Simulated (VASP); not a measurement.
# Lattice of CaMn2Bi2 across functionals and dispersion corrections, part 5 of 7

How close do the usual functionals, with and without dispersion, come to the cell of CaMn2Bi2? The start is a computed cell from the Materials Project.

VASP 6.6.1, plane waves and PAW; the level of theory is named at each step.

Still holding for the runs below: The magnetic order is the lowest of the few collinear ones that converged above; longer or canted patterns were not tried.

So far. Step 7 (The orders side by side): The session goes on in the lowest magnetic state found: antiferromagnetic. So wide a spread can hold unlike occupations of d or f shells as well as the order. The patterns fill cells of other size, so they are sampled unlike, which blurs small differences between them. The next one lies 5.2 meV an atom higher. Step 8 (Relaxation with LDA): It ends with a largest force of 0.008 eV/Å and a pressure of 0.01 GPa. The conventional cell has a = 4.291 and c = 7.621 Å.

## (9) Relaxation with PBEsol

This step: PBEsol, spin-polarised from an antiferromagnetic start; plane waves and PAW (Ca_sv, Mn_pv, Bi_d) (VASP 6.6.1).

PBEsol restores the gradient expansion of exchange and is tuned for the cells of solids.

INCAR

```
SYSTEM = CaMn2Bi2
PREC = Accurate
ENCUT = 520
EDIFF = 1E-06
NELM = 100
ISMEAR = -1
SIGMA = 0.05
LREAL = .FALSE.
ALGO = Normal
GGA = PS
NBANDS = 43
ISPIN = 2
MAGMOM = 0 3.9 -3.9 -0 0
LASPH = .TRUE.
LMAXMIX = 4
LORBIT = 11
LWAVE = .FALSE.
LCHARG = .FALSE.
KPAR = 8
IBRION = 2
NSW = 60
ISIF = 3
EDIFFG = -0.01
```

POSCAR

```
CaMn2Bi2
1.0
    4.6263818529      0.0000000000      0.0000000000
   -2.3131909265      4.0065642123      0.0000000000
    0.0000000000      0.0000000000      7.7287920000
Ca Mn Bi
1 2 2
Direct
    0.0000000000      0.0000000000      0.0000000000
    0.6666666700      0.3333333300      0.6207350000
    0.3333333300      0.6666666700      0.3792650000
    0.6666666700      0.3333333300      0.2488090000
    0.3333333300      0.6666666700      0.7511910000
```

KPOINTS

```
Automatic mesh
0
Gamma
7 7 4
0 0 0
```

The projector-augmented-wave data sets are Ca_sv, Mn_pv and Bi_d (PBE family, release 64).

Started as:

```
$ mpirun -np 8 vasp_std
```

Numbers of over 12 decimals in the logs are rounded to 6 here.

Output:

```text
[banner, memory and clock lines left out]
running    8 mpi-ranks, on    1 nodes
 distrk:  each k-point on    1 cores,    8 groups
 distr:  one band on    1 cores,    1 groups

 POSCAR found type information on POSCAR CaMnBi
 POSCAR found :  3 types and       5 ions
 [... a notice as in an earlier step ...]

 [... a notice as in an earlier step ...]

 LDA part: xc-table for (Slater+PW92), standard interpolation
 POSCAR, INCAR and KPOINTS ok, starting setup
 FFT: planning ... GRIDC
 FFT: planning ... GRID_SOFT
 FFT: planning ... GRID
 WAVECAR not read
 entering main loop
       N       E                     dE             d eps       ncg     rms          rms(c)
DAV:   1     0.795805616449E+03    0.79581E+03   -0.35619E+04  4827   0.178E+03
DAV:   2     0.427824645424E+02   -0.75302E+03   -0.73362E+03  4816   0.527E+02
DAV:   3    -0.282336324905E+02   -0.71016E+02   -0.68653E+02  5530   0.175E+02
DAV:   4    -0.321762718191E+02   -0.39426E+01   -0.38772E+01  7112   0.393E+01
DAV:   5    -0.324460791270E+02   -0.26981E+00   -0.26903E+00  8069   0.811E+00    0.135E+01
DAV:   6    -0.334824414894E+02   -0.10364E+01   -0.39164E+01  6038   0.403E+01    0.265E+01
DAV:   7    -0.297138740745E+02    0.37686E+01   -0.28201E+01  5724   0.286E+01    0.779E+00
DAV:   8    -0.299957279698E+02   -0.28185E+00   -0.14064E+00  5847   0.517E+00    0.445E+00
DAV:   9    -0.298757919602E+02    0.11994E+00   -0.99380E-01  6371   0.987E+00    0.361E+00
DAV:  10    -0.299481024247E+02   -0.72310E-01   -0.25210E-01  5761   0.348E+00    0.170E+00
DAV:  11    -0.299522872163E+02   -0.41848E-02   -0.38044E-02  5951   0.166E+00    0.421E-01
DAV:  12    -0.299538925393E+02   -0.16053E-02   -0.83957E-03  6340   0.393E-01    0.230E-01
DAV:  13    -0.299540523786E+02   -0.15984E-03   -0.10504E-03  6310   0.222E-01    0.462E-02
DAV:  14    -0.299540941800E+02   -0.41801E-04   -0.22829E-04  6777   0.959E-02    0.380E-02
DAV:  15    -0.299541083153E+02   -0.14135E-04   -0.26988E-05  6977   0.382E-02    0.157E-02
DAV:  16    -0.299541103326E+02   -0.20173E-05   -0.52992E-06  5117   0.156E-02    0.400E-03
DAV:  17    -0.299541102653E+02    0.67261E-07   -0.74518E-07  3084   0.518E-03
   1 F= -.29954110E+02 E0= -.29951278E+02  d E =-.299541E+02  mag=     0.0000
 curvature:   0.00 expect dE= 0.000E+00 dE for cont linesearch  0.000E+00
 trial: gam= 0.00000 g(F)=  0.370E-01 g(S)=  0.324E+00 ort = 0.000E+00 (trialstep = 0.100E+01)
 search vector abs. value=  0.361E+00
 bond charge predicted
       N       E                     dE             d eps       ncg     rms          rms(c)
DAV:   1    -0.401119479598E+02   -0.10158E+02   -0.19844E+02  5422   0.142E+02    0.267E+01
DAV:   2    -0.363915822348E+02    0.37204E+01   -0.68006E+01  5266   0.693E+01    0.300E+01
DAV:   3    -0.307258351264E+02    0.56657E+01   -0.60586E+01  5409   0.482E+01    0.148E+01
DAV:   4    -0.303762278834E+02    0.34961E+00   -0.53878E+00  5680   0.147E+01    0.741E+00
DAV:   5    -0.301326475579E+02    0.24358E+00   -0.17196E+00  7816   0.973E+00    0.223E+00
DAV:   6    -0.301427677382E+02   -0.10120E-01   -0.29245E-01  6557   0.289E+00    0.861E-01
DAV:   7    -0.301441008532E+02   -0.13331E-02   -0.25492E-02  7632   0.140E+00    0.510E-01
DAV:   8    -0.301455205348E+02   -0.14197E-02   -0.48587E-03  7056   0.646E-01    0.247E-01
DAV:   9    -0.301459880943E+02   -0.46756E-03   -0.22770E-03  7368   0.312E-01    0.725E-02
DAV:  10    -0.301460766837E+02   -0.88589E-04   -0.29203E-04  6517   0.102E-01    0.250E-02
DAV:  11    -0.301460788011E+02   -0.21174E-05   -0.31592E-05  8058   0.310E-02    0.118E-02
DAV:  12    -0.301460779282E+02    0.87289E-06   -0.28788E-06  4932   0.174E-02
   2 F= -.30146078E+02 E0= -.30142174E+02  d E =-.191968E+00  mag=     0.0000
[... from here on, the cycles between the ionic steps are left out ...]
   3 F= -.30146063E+02 E0= -.30142151E+02  d E =-.191953E+00  mag=     0.0000
   4 F= -.30149548E+02 E0= -.30145794E+02  d E =-.348511E-02  mag=     0.0000
   5 F= -.30151653E+02 E0= -.30148205E+02  d E =-.558986E-02  mag=    -0.0000
   6 F= -.30153461E+02 E0= -.30149995E+02  d E =-.180796E-02  mag=    -0.0000
   7 F= -.30157641E+02 E0= -.30154120E+02  d E =-.598835E-02  mag=    -0.0000
   8 F= -.30160480E+02 E0= -.30156834E+02  d E =-.882732E-02  mag=    -0.0000
   9 F= -.30164283E+02 E0= -.30160209E+02  d E =-.380240E-02  mag=     0.0000
  10 F= -.30164699E+02 E0= -.30160453E+02  d E =-.421865E-02  mag=    -0.0000
  11 F= -.30164710E+02 E0= -.30160416E+02  d E =-.422940E-02  mag=     0.0000
 curvature:  -0.98 expect dE=-0.533E-04 dE for cont linesearch -0.324E-11
 trial: gam=-0.02373 g(F)=  0.923E-05 g(S)=  0.452E-04 ort =-0.186E-06 (trialstep = 0.921E+00)
 search vector abs. value=  0.604E-04
 bond charge predicted
       N       E                     dE             d eps       ncg     rms          rms(c)
DAV:   1    -0.301652529169E+02   -0.54387E-03   -0.16837E-02  5364   0.120E+00    0.189E-01
DAV:   2    -0.301650300226E+02    0.22289E-03   -0.43013E-03  5466   0.617E-01    0.197E-01
DAV:   3    -0.301647765176E+02    0.25350E-03   -0.10022E-03  6082   0.273E-01    0.499E-02
DAV:   4    -0.301647442543E+02    0.32263E-04   -0.18710E-04  6622   0.979E-02    0.278E-02
DAV:   5    -0.301647346272E+02    0.96271E-05   -0.59434E-05  7254   0.623E-02    0.114E-02
DAV:   6    -0.301647350783E+02   -0.45107E-06   -0.89702E-06  5130   0.193E-02
  12 F= -.30164735E+02 E0= -.30160454E+02  d E =-.254205E-04  mag=     0.0000
 trial-energy change:   -0.000025  1 .order   -0.000034   -0.000050   -0.000018
 step:   1.4200(harm=  1.4200)  dis= 0.00071  next Energy=   -30.164748 (dE=-0.387E-04)
 reached required accuracy - stopping structural energy minimisation
```

The job ended after 9.2 min (8 MPI ranks of AMD EPYC 7R13 (Zen 3), shared host; peak memory 4.3 GiB; 70 min of CPU time).

Parts of OUTCAR (step 9):

```text
   NELECT =      66.0000    total number of electrons

 E-fermi :   5.9799

 spin component 1
 k-point     1 :       0.0000    0.0000    0.0000
  band No.  band energies     occupation
    ...
     27       2.9339      1.00000
     28       2.9339      1.00000
     29       4.5101      1.00000
     30       4.5101      1.00000
     31       5.3823      0.99999
     32       6.0505      0.19604
     33       6.0505      0.19604
     34       6.7206      0.00000
     35       6.7206      0.00000
     36       7.0052      0.00000
    ...

 k-point     2 :       0.1429    0.0000    0.0000
  band No.  band energies     occupation
    ...
     29       3.9977      1.00000
     30       4.4609      1.00000
     31       5.1099      1.00000
     32       5.3159      1.00000
     33       5.7773      0.98292
     34       6.3311      0.00089
     35       6.7450      0.00000
     36       7.1938      0.00000
     37       7.6501      0.00000
     38       7.8602      0.00000
    ...

  Total        0.0048609      0.0048609     -0.0236667     -0.0000000      0.0000000     -0.0000000
  in kB        0.0597383      0.0597383     -0.2908514     -0.0000000      0.0000000     -0.0000000
  external PRESSURE =      -0.0571249 kB  Pullay stress =       0.0000000 kB

 POSITION                                       TOTAL-FORCE (eV/Angst)
 -----------------------------------------------------------------------------------
     -2.22897      3.86070     -0.00000         0.000000      0.000000      0.000000
      2.22897      1.28690      4.59008        -0.000000      0.000000      0.007306
     -0.00000      2.57380      2.98482         0.000000     -0.000000     -0.007306
      2.22897      1.28690      1.90956        -0.000000      0.000000      0.000038
     -0.00000      2.57380      5.66534         0.000000     -0.000000     -0.000038
 -----------------------------------------------------------------------------------
    total drift:                                0.000000     -0.000000     -0.000000

  FREE ENERGIE OF THE ION-ELECTRON SYSTEM (eV)
  ---------------------------------------------------
  free  energy   TOTEN  =       -30.1647350783 eV

  energy  without entropy=      -30.1561726740  energy(sigma->0) =      -30.16045388

 magnetization (x)
# of ion       s       p       d       tot
------------------------------------------
    1        0.000   0.000   0.000   0.000
    2        0.048   0.049   3.713   3.810
    3       -0.048  -0.049  -3.713  -3.810
    4       -0.003   0.017  -0.008   0.006
    5        0.003  -0.017   0.008  -0.006
--------------------------------------------------
tot          0.000   0.000   0.000   0.000

[... 8 parts as in an earlier step ...]

[... 10 further parts left out ...]
```

CONTCAR:

```
CaMn2Bi2
   1.00000000000000
     4.4579474082441841    0.0000000000020621    0.0000000000000000
    -2.2289737041684861    3.8606957043459436   -0.0000000000000000
    -0.0000000000000000    0.0000000000000000    7.5749001992846754
  Ca              Mn              Bi
     1     2     2
Direct
     0.0000000000000000    1.0000000000000000    0.0000000000000000
     0.6666666699999979    0.3333333300000021    0.6059595736278705
     0.3333333300000021    0.6666666699999979    0.3940404263721295
     0.6666666699999979    0.3333333300000021    0.2520899338762746
     0.3333333300000021    0.6666666699999979    0.7479100661237255
```

The PAW data sets were made with PBE, which is usual practice but a small mismatch for other functionals.

Relaxation path:

```csv
step,energy less that of the first step (eV),largest force (eV/Å),pressure (GPa),volume (Å³)
1,0.0000,0.4844,-3.60,143.26
2,-0.1920,0.2022,0.07,130.30
3,-0.1920,0.1987,0.14,130.18
4,-0.1954,0.1349,0.12,130.41
5,-0.1975,0.0943,0.00,130.88
6,-0.1994,0.0869,-0.06,131.01
7,-0.2035,0.0659,-0.22,131.40
8,-0.2064,0.0638,-0.50,132.17
9,-0.2102,0.0228,-0.20,131.02
10,-0.2106,0.0076,-0.08,130.57
11,-0.2106,0.0097,-0.04,130.45
12,-0.2106,0.0073,-0.01,130.37
```

```csv
"conventional cell, symmetrised",before,after,change
a (Å),4.626,4.458,-3.6 %
b (Å),4.626,4.458,-3.6 %
c (Å),7.729,7.575,-2.0 %
volume (Å³/atom),28.65,26.07,-9.0 %
```

The atoms that moved most (Å, as changes of fractional coordinates times the final cell):

```csv
atom,dx,dy,dz,length
Mn2,0.000,0.000,-0.112,0.112
Mn3,0.000,0.000,0.112,0.112
Bi5,0.000,0.000,-0.025,0.025
Bi4,0.000,0.000,0.025,0.025
```

The relaxed structure:

```xyz
5
Lattice="4.4579 0.0000 0.0000 -2.2290 3.8607 0.0000 0.0000 0.0000 7.5749" Properties=species:S:1:pos:R:3 pbc="T T T"
Ca    0.0000    0.0000    0.0000
Mn    2.2290    1.2869    4.5901
Mn    0.0000    2.5738    2.9848
Bi    2.2290    1.2869    1.9096
Bi    0.0000    2.5738    5.6653
```

This step gave:

```
free energy (TOTEN)             : -30.16 eV
energy at zero smearing         : -30.16 eV
Fermi energy                    : 5.980 eV
pressure                        : -0.005712 GPa
SCF cycles over all ionic steps : 110
```

Spin moment in the PAW sphere by atom:

```csv
atom,spin moment in the PAW sphere (μB)
Ca1,0.00
Mn2,3.81
Mn3,-3.81
Bi4,0.01
Bi5,-0.01
```

It ends at 26.07 Å³/atom, -9.0 % from the start, with -0.01 GPa left. The conventional cell has a = 4.458 and c = 7.575 Å. The largest moment is 3.81 μB.

## (10) Relaxation with PBE

This step: PBE, spin-polarised from an antiferromagnetic start; plane waves and PAW (Ca_sv, Mn_pv, Bi_d) (VASP 6.6.1).

PBE, the usual starting point, adds the gradient of the density.

Edit INCAR of step 9 so:

```diff
@@ -9,3 +9,3 @@
 ALGO = Normal
-GGA = PS
+GGA = PE
 NBANDS = 43
```

POSCAR is that of step 9.

KPOINTS is that of step 9.

Started as:

```
$ mpirun -np 8 vasp_std
```

Output:

```text
[banner, memory and clock lines left out]
running    8 mpi-ranks, on    1 nodes
[...]
[... a notice as in an earlier step ...]

 LDA part: xc-table for (Slater+PW92), standard interpolation
 POSCAR, INCAR and KPOINTS ok, starting setup
[...]
entering main loop
       N       E                     dE             d eps       ncg     rms          rms(c)
DAV:   1     0.797148050907E+03    0.79715E+03   -0.35711E+04  4827   0.178E+03
DAV:   2     0.450634419012E+02   -0.75208E+03   -0.73272E+03  4816   0.527E+02
DAV:   3    -0.259547395080E+02   -0.71018E+02   -0.68615E+02  5493   0.175E+02
DAV:   4    -0.299156090087E+02   -0.39609E+01   -0.38967E+01  7120   0.393E+01
[...]
DAV:  15    -0.280463337080E+02   -0.23693E-04   -0.45581E-05  6911   0.469E-02    0.139E-02
DAV:  16    -0.280463370340E+02   -0.33260E-05   -0.10049E-05  5573   0.188E-02    0.451E-03
DAV:  17    -0.280463372836E+02   -0.24955E-06   -0.98858E-07  3767   0.568E-03
   1 F= -.28046337E+02 E0= -.28043712E+02  d E =-.280463E+02  mag=     0.0000
[... from here on, the cycles between the ionic steps are left out ...]
   2 F= -.28097073E+02 E0= -.28094555E+02  d E =-.507357E-01  mag=    -0.0000
   3 F= -.28097594E+02 E0= -.28095085E+02  d E =-.512569E-01  mag=    -0.0000
   4 F= -.28100643E+02 E0= -.28098328E+02  d E =-.304861E-02  mag=     0.0000
   5 F= -.28101571E+02 E0= -.28099447E+02  d E =-.397669E-02  mag=    -0.0000
   6 F= -.28104250E+02 E0= -.28102066E+02  d E =-.267882E-02  mag=     0.0000
   7 F= -.28107483E+02 E0= -.28105104E+02  d E =-.591252E-02  mag=     0.0000
   8 F= -.28109372E+02 E0= -.28106832E+02  d E =-.188854E-02  mag=     0.0000
   9 F= -.28109542E+02 E0= -.28106928E+02  d E =-.205871E-02  mag=     0.0000
  10 F= -.28109631E+02 E0= -.28107063E+02  d E =-.892954E-04  mag=    -0.0000
  11 F= -.28109653E+02 E0= -.28107125E+02  d E =-.111320E-03  mag=     0.0000
  12 F= -.28109689E+02 E0= -.28107177E+02  d E =-.357978E-04  mag=    -0.0000
 trial-energy change:   -0.000036  1 .order   -0.000037   -0.000053   -0.000022
 step:   1.9173(harm=  1.9173)  dis= 0.00236  next Energy=   -28.109698 (dE=-0.451E-04)
 reached required accuracy - stopping structural energy minimisation
```

Wall time 8.1 min (8 MPI ranks); peak memory 4.2 GiB; 65 min of CPU time.

OUTCAR, selected parts (step 10):

```text
  Total       -0.0092027     -0.0092027      0.0021806      0.0000000      0.0000000      0.0000000
  in kB       -0.1062824     -0.1062824      0.0251836      0.0000000      0.0000000      0.0000000
  external PRESSURE =      -0.0624604 kB  Pullay stress =       0.0000000 kB

 POSITION                                       TOTAL-FORCE (eV/Angst)
 -----------------------------------------------------------------------------------
     -0.00000      0.00000      0.00000        -0.000000     -0.000000      0.000000
      2.28595      1.31979      4.66842        -0.000000      0.000000      0.002249
     -0.00000      2.63959      2.99531         0.000000     -0.000000     -0.002249
      2.28595      1.31979      1.93019         0.000000     -0.000000     -0.009088
     -0.00000      2.63959      5.73354        -0.000000      0.000000      0.009088
 -----------------------------------------------------------------------------------
    total drift:                                0.000000      0.000000      0.000000

  FREE ENERGIE OF THE ION-ELECTRON SYSTEM (eV)
  ---------------------------------------------------
  free  energy   TOTEN  =       -28.1096891988 eV

  energy  without entropy=      -28.1046650923  energy(sigma->0) =      -28.10717715

 magnetization (x)
# of ion       s       p       d       tot
------------------------------------------
    1        0.000   0.000   0.000   0.000
    2        0.052   0.048   3.844   3.944
    3       -0.052  -0.048  -3.844  -3.944
    4       -0.003   0.016  -0.007   0.006
    5        0.003  -0.016   0.007  -0.006
--------------------------------------------------
tot          0.000   0.000   0.000   0.000

[... 2 parts as in an earlier step ...]

[... 2 further parts left out ...]
[key lines of the parts left out:]
E-fermi :   5.6221
```

Step by step:

```csv
step,energy less that of the first step (eV),largest force (eV/Å),pressure (GPa),volume (Å³)
1,0.0000,0.3752,-1.33,143.26
2,-0.0507,0.1900,0.08,138.38
3,-0.0513,0.1612,0.26,137.84
4,-0.0543,0.1047,0.11,138.51
5,-0.0552,0.0450,-0.07,139.20
6,-0.0579,0.0468,-0.12,139.42
7,-0.0611,0.0504,-0.37,140.05
8,-0.0630,0.0248,-0.13,139.12
9,-0.0632,0.0139,-0.02,138.71
10,-0.0633,0.0167,0.01,138.70
11,-0.0633,0.0195,0.01,138.69
12,-0.0634,0.0091,-0.01,138.73
```

```csv
"conventional cell, symmetrised",before,after,change
a (Å),4.626,4.572,-1.2 %
b (Å),4.626,4.572,-1.2 %
c (Å),7.729,7.664,-0.8 %
volume (Å³/atom),28.65,27.75,-3.2 %
```

The atoms that moved most (Å, as changes of fractional coordinates times the final cell):

```csv
atom,dx,dy,dz,length
Mn2,0.000,0.000,-0.089,0.089
Mn3,0.000,0.000,0.089,0.089
Bi5,0.000,0.000,-0.023,0.023
Bi4,0.000,0.000,0.023,0.023
```

The relaxed structure:

```xyz
5
Lattice="4.5719 0.0000 0.0000 -2.2860 3.9594 0.0000 0.0000 0.0000 7.6637" Properties=species:S:1:pos:R:3 pbc="T T T"
Ca    0.0000    0.0000    0.0000
Mn    2.2860    1.3198    4.6684
Mn    0.0000    2.6396    2.9953
Bi    2.2860    1.3198    1.9302
Bi    0.0000    2.6396    5.7335
```

It ends at 27.75 Å³/atom, -3.2 % from the start, with -0.01 GPa left. The conventional cell has a = 4.572 and c = 7.664 Å. The largest moment is 3.94 μB.

(Part 5 of 7 ends here.)

[Lines on the potential files, build, host, timing and source positions are cut from VASP's logs without a mark.]

[Logs are printed without paths, hosts, clocks, repeated set-up lines and the standing remarks that a program may print on its own settings, such as how far it seeks lower states.]

[Hosts, paths, dates, database ids (printed as entryN), source tags and the programs' standing remarks are cut or masked in the printed files.]

[A measured line is paired with the nearest computed mode of its activity, which favours agreement.]

[In band tables of VASP the shares of atoms and orbitals are scaled to a sum of 1 inside the atoms' spheres.]
